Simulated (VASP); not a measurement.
These are RPBE GGA, VASP's PBE PAW potentials (set 64) (plane waves; VASP) values and carry that method's errors.

The input files of a VASP run:

### KPOINTS
```
k-points along high-symmetry lines
15
Line-mode
Reciprocal
  0.000000   0.000000   0.000000 ! GAMMA
  0.500000   0.000000   0.500000 ! X

  0.500000   0.000000   0.500000 ! X
  0.625000   0.250000   0.625000 ! U

  0.375000   0.375000   0.750000 ! K
  0.000000   0.000000   0.000000 ! GAMMA

  0.000000   0.000000   0.000000 ! GAMMA
  0.500000   0.500000   0.500000 ! L

  0.500000   0.500000   0.500000 ! L
  0.500000   0.250000   0.750000 ! W

  0.500000   0.250000   0.750000 ! W
  0.500000   0.000000   0.500000 ! X
```

**INCAR**
```
! general
SYSTEM  =  MgS
PREC    =  Accurate
ENCUT   =  520
LREAL   =  F
LASPH   =  T
ICHARG  =  11

! electronic loop
EDIFF   =  1E-7
NELM    =  100
ALGO    =  Normal

! smearing
ISMEAR  =  0
SIGMA   =  0.05

! functional
GGA     =  RP

! output
LWAVE   =  F
LCHARG  =  F
LORBIT  =  11
```

File POSCAR:
```
MgS
1
    0.0000000000     2.6354694367     2.6354694367
    2.6354694367     0.0000000000     2.6354694367
    2.6354694367     2.6354694367     0.0000000000
Mg S
1 1
Direct
  0.0000000000   0.0000000000   0.0000000000
  0.5000000000   0.5000000000   0.5000000000
```

POTCAR, in this order: Mg S (PBE.64 set). Program: vasp_std. Read from the step before: CHGCAR.

The resulting files:

File OUTCAR:
```
 ion  position               nearest neighbor table
   1  0.000  0.000  0.000-   2 2.64   2 2.64   2 2.64   2 2.64   2 2.64   2 2.64
   2  0.500  0.500  0.500-   1 2.64   1 2.64   1 2.64   1 2.64   1 2.64   1 2.64
  LATTYP: Found a face centered cubic cell.
 ALAT       =     5.2709388734
 Subroutine PRICEL returns:
 Original cell was already a primitive cell.
 Subroutine GETGRP returns: Found 48 space group operations
The static configuration has the point symmetry O_h .
The dynamic configuration has the point symmetry O_h .
 Subroutine INISYM returns: Found 48 space group operations
   k-points           NKPTS =     90   k-points in BZ     NKDIM =     90   number of bands    NBANDS=      8
   number of dos      NEDOS =    301   number of ions     NIONS =      2
   total plane-waves  NPLWV =  21952
   dimension x,y,z NGX =    28 NGY =   28 NGZ =   28
   dimension x,y,z NGXF=    56 NGYF=   56 NGZF=   56
   ions per type =               1   1
   PREC   = accura    normal or accurate (medium, high low for compatibility)
   ISTART =      0    job   : 0-new  1-cont  2-samecut
   ICHARG =     11    charge: 1-file 2-atom 10-const
   ISPIN  =      1    spin polarized calculation?
   LNONCOLLINEAR =      F non collinear calculations
   LSORBIT =      F    spin-orbit coupling
   INIWAV =      1    electr: 0-lowe 1-rand  2-diag
   ENCUT  =  520.0 eV  38.22 Ry    6.18 a.u.   6.93  6.93  6.93*2*pi/ulx,y,z
   NELM   =    100;   NELMIN=  2; NELMDL= -5     # of ELM steps
   EDIFF  = 0.1E-06   stopping-criterion for ELM
   LREAL  =      F    real-space projection
   NLSPLINE    = F    spline interpolate recip. space projectors
   LMAXMIX     =    2 max onsite mixed and CHGCAR
   VOSKOWN=      0    Vosko Wilk Nusair interpolation
   EDIFFG = 0.1E-05   stopping-criterion for IOM
   NSW    =      0    number of steps for IOM
   NBLOCK =      1;   KBLOCK =      1    inner block; outer block
   IBRION =     -1    ionic relax: 0-MD 1-quasi-New 2-CG
   NFREE  =      0    steps in history (QN), initial steepest desc. (CG)
   ISIF   =      2    stress and relaxation
   ISYM   =      2    0-nonsym 1-usesym 2-fastsym
   TEIN   =    0.0    initial temperature
   TEBEG  =    0.0;   TEEND  =   0.0 temperature during run
...
```

File OSZICAR:
```
       N       E                     dE             d eps       ncg     rms          rms(c)
DAV:   1     0.213248862032E+02    0.21325E+02   -0.36062E+03  1472   0.795E+02
DAV:   2    -0.616140384517E+01   -0.27486E+02   -0.25998E+02  2000   0.985E+01
DAV:   3    -0.702659622906E+01   -0.86519E+00   -0.86519E+00  1912   0.237E+01
DAV:   4    -0.702987702872E+01   -0.32808E-02   -0.32808E-02  2312   0.160E+00
DAV:   5    -0.702988295500E+01   -0.59263E-05   -0.59262E-05  1976   0.471E-02
DAV:   6    -0.702988300993E+01   -0.54924E-07   -0.54967E-07  2320   0.296E-03
   1 F= -.70298830E+01 E0= -.70298830E+01  d E =-.127988E-13
```

File OUTCAR:
```
 val. band max:        3.4789642720   @ k =   0.0000   0.0000   0.0000

 cond. band min:       6.3089305715   @ k =   0.5000   0.0000   0.5000



 k-point     1 :       0.0000    0.0000    0.0000
  band No.  band energies     occupation
      1      -8.9594      2.00000
      2       3.4790      2.00000
      3       3.4790      2.00000
      4       3.4790      2.00000
      5       7.0475      0.00000
      6      11.4957      0.00000
      7      11.4957      0.00000
      8      11.4957      0.00000

 k-point     2 :       0.0357    0.0000    0.0357
  band No.  band energies     occupation
      1      -8.9438      2.00000
      2       3.3736      2.00000
      3       3.4516      2.00000
      4       3.4516      2.00000
      5       7.1693      0.00000
      6      11.3961      0.00000
      7      11.5502      0.00000
      8      11.5502      0.00000

 k-point     3 :       0.0714    0.0000    0.0714
  band No.  band energies     occupation
      1      -8.8972      2.00000
      2       3.0958      2.00000
      3       3.3728      2.00000
      4       3.3728      2.00000
      5       7.4928      0.00000
      6      11.1322      0.00000
      7      11.7098      0.00000
      8      11.7098      0.00000

 k-point     4 :       0.1071    0.0000    0.1071
  band No.  band energies     occupation
      1      -8.8210      2.00000
      2       2.7175      2.00000
      3       3.2510      2.00000
      4       3.2510      2.00000
      5       7.9318      0.00000
      6      10.7730      0.00000
      7      11.9632      0.00000
      8      11.9633      0.00000

 k-point     5 :       0.1429    0.0000    0.1429
  band No.  band energies     occupation
      1      -8.7172      2.00000
      2       2.2953      2.00000
      3       3.0980      2.00000
      4       3.0980      2.00000
      5       8.3910      0.00000
      6      10.3761      0.00000
      7      11.6934      0.00000
      8      12.2950      0.00000
...
```

The density is held fixed in this step, so its total energy and stress have no physical meaning.

The compound is MgS in the rock salt structure. It was relaxed first.
